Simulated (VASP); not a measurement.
Computed with PBE GGA, VASP's PBE PAW potentials (set 64) (plane waves; VASP 6.6.1).

The input files of a VASP run:

File KPOINTS:
```
Regular mesh
0
Gamma
  1 1 1
0 0 0
```

POSCAR:
```
InZn35O36
1
    4.9323206900    -8.5430313936     0.0000000000
    4.9323206900     8.5430313936     0.0000000000
    0.0000000000     0.0000000000    10.5847753959
Zn O In
35 36 1
Direct
  0.2222220000   0.1111110000   0.2500000000
  0.1111110000   0.2222220000   0.0000000000
  0.2222220000   0.1111110000   0.7500000000
  0.1111110000   0.2222220000   0.5000000000
  0.2222220000   0.4444440000   0.2500000000
  0.1111110000   0.5555560000   0.0000000000
  0.2222220000   0.4444440000   0.7500000000
  0.1111110000   0.5555560000   0.5000000000
  0.2222220000   0.7777780000   0.2500000000
  0.1111110000   0.8888890000   0.0000000000
  0.2222220000   0.7777780000   0.7500000000
  0.1111110000   0.8888890000   0.5000000000
  0.5555560000   0.1111110000   0.2500000000
  0.4444440000   0.2222220000   0.0000000000
  0.5555560000   0.1111110000   0.7500000000
  0.4444440000   0.2222220000   0.5000000000
  0.5555560000   0.4444440000   0.2500000000
  0.4444440000   0.5555560000   0.0000000000
  0.5555560000   0.4444440000   0.7500000000
  0.5555560000   0.7777780000   0.2500000000
  0.4444440000   0.8888890000   0.0000000000
  0.5555560000   0.7777780000   0.7500000000
  0.4444440000   0.8888890000   0.5000000000
  0.8888890000   0.1111110000   0.2500000000
  0.7777780000   0.2222220000   0.0000000000
  0.8888890000   0.1111110000   0.7500000000
  0.7777780000   0.2222220000   0.5000000000
  0.8888890000   0.4444440000   0.2500000000
  0.7777780000   0.5555560000   0.0000000000
  0.8888890000   0.4444440000   0.7500000000
  0.7777780000   0.5555560000   0.5000000000
  0.8888890000   0.7777780000   0.2500000000
  0.7777780000   0.8888890000   0.0000000000
  0.8888890000   0.7777780000   0.7500000000
  0.7777780000   0.8888890000   0.5000000000
  0.2222220000   0.1111110000   0.4410000000
  0.1111110000   0.2222220000   0.1910000000
  0.2222220000   0.1111110000   0.9410000000
  0.1111110000   0.2222220000   0.6910000000
  0.2230370000   0.4445880000   0.4365480000
  0.1111110000   0.5555560000   0.1910000000
  0.2222220000   0.4444440000   0.9410000000
  0.1111110000   0.5555560000   0.6910000000
  0.2222220000   0.7777780000   0.4410000000
  0.1111110000   0.8888890000   0.1910000000
  0.2222220000   0.7777780000   0.9410000000
  0.1111110000   0.8888890000   0.6910000000
  0.5555560000   0.1111110000   0.4410000000
  0.4444440000   0.2222220000   0.1910000000
  0.5555560000   0.1111110000   0.9410000000
  0.4444440000   0.2222220000   0.6910000000
  0.5520270000   0.4441260000   0.4382520000
  0.4444440000   0.5555560000   0.1910000000
  0.5555560000   0.4444440000   0.9410000000
  0.4470010000   0.5578400000   0.6929260000
  0.5553270000   0.7725700000   0.4416310000
  0.4444440000   0.8888890000   0.1910000000
  0.5555560000   0.7777780000   0.9410000000
  0.4444440000   0.8888890000   0.6910000000
  0.8888890000   0.1111110000   0.4410000000
  0.7777780000   0.2222220000   0.1910000000
  0.8888890000   0.1111110000   0.9410000000
  0.7777780000   0.2222220000   0.6910000000
  0.8888890000   0.4444440000   0.4410000000
  0.7777780000   0.5555560000   0.1910000000
  0.8888890000   0.4444440000   0.9410000000
  0.7777780000   0.5555560000   0.6910000000
  0.8888890000   0.7777780000   0.4410000000
  0.7777780000   0.8888890000   0.1910000000
  0.8888890000   0.7777780000   0.9410000000
  0.7777780000   0.8888890000   0.6910000000
  0.4398020000   0.5552580000   0.4992950000
```

### INCAR
```
SYSTEM  =  InZn35O36
PREC  =  Normal; ENCUT  =  400; LREAL  =  Auto
LASPH  =  T; ISYM  =  0; NELECT  =  638.0
EDIFF  =  1E-5; NELM  =  100; NELMIN  =  4
ALGO  =  Fast; LMAXMIX  =  4
ISMEAR  =  0; SIGMA  =  0.05
GGA  =  PE
IBRION  =  2; NSW  =  60; ISIF  =  2
EDIFFG  =  -0.03
LWAVE  =  F; LCHARG  =  F
```

POTCAR, in this order: Zn O In (PBE.64 set). Program: vasp_gam.

The cell is charged, with a uniform compensating background. The supercell is sampled at Γ alone, which is coarse: total energies, pressure and levels can be off, energies of defects by several tenths of an eV.

Question: Estimate the energy per atom (σ→0).

Answer: 
```json
{
  "energy per atom (σ→0)": "-4.489 eV/atom"
}
```

### OSZICAR
```
...
  16 F= -.32318136E+03 E0= -.32318136E+03  d E =-.125041E-02
       N       E                     dE             d eps       ncg     rms          rms(c)
DAV:   1    -0.323180564154E+03    0.80920E-03   -0.70927E-01   784   0.162E+00    0.139E-01
RMM:   2    -0.323181828831E+03   -0.12647E-02   -0.13618E-02   764   0.236E-01    0.788E-02
RMM:   3    -0.323181903963E+03   -0.75133E-04   -0.16880E-03   764   0.883E-02    0.405E-02
RMM:   4    -0.323181899452E+03    0.45111E-05   -0.18007E-04   722   0.291E-02    0.295E-02
RMM:   5    -0.323181892172E+03    0.72807E-05   -0.51905E-05   603   0.157E-02
  17 F= -.32318189E+03 E0= -.32318189E+03  d E =-.528741E-03
```

The cell is a supercell with a defect, built from ZnO (wurtzite): In_Zn, charge +1. The run is not spin-polarised, so no state with unpaired spins was tried.
